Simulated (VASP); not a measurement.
Data:

```
PtTe2
1.0
    2.09833    -3.63441     0.00000
    2.09833     3.63441     0.00000
    0.00000     0.00000     5.85449
Te Pt
2 1
Direct
  0.33333   0.66667   0.24523
  0.66667   0.33333   0.75477
  0.00000   0.00000   0.00000
```

Calculation: vdW-DF2, VASP's PBE PAW potentials (set 64) (plane waves; VASP 6.6.1). Run with 520 eV cut-off, Gaussian smearing of 0.050 eV, potentials Te Pt.

Question: Give the energies of bands 3 to 14 at the high-symmetry points, in eV from the Fermi level.

Answer: 
```csv
band,Γ,M,K,A,L,H
3,-5.50,-5.66,-5.49,-4.69,-5.90,-5.13
4,-4.73,-4.32,-4.53,-4.69,-4.45,-4.77
5,-4.73,-3.98,-4.53,-4.16,-4.41,-4.77
6,-3.15,-3.22,-3.66,-3.16,-3.84,-3.55
7,-3.15,-2.92,-3.66,-3.16,-2.92,-3.55
8,-2.36,-2.86,-3.01,-2.07,-2.90,-3.07
9,-0.46,-2.76,-2.00,-1.71,-2.78,-2.96
10,-0.46,-2.60,-1.60,-0.81,-1.99,-2.21
11,0.70,-2.52,-1.60,-0.81,-0.92,-2.21
12,1.07,0.24,-0.21,1.65,0.67,1.51
13,1.07,1.72,-0.21,1.65,0.94,1.51
14,3.19,3.31,2.66,4.28,3.15,4.65
```

It has no gap at this level: it comes out as a metal or semimetal.

The compound is PtTe2 in the 1T layered structure. It was relaxed first, which changed the volume by +22 %.
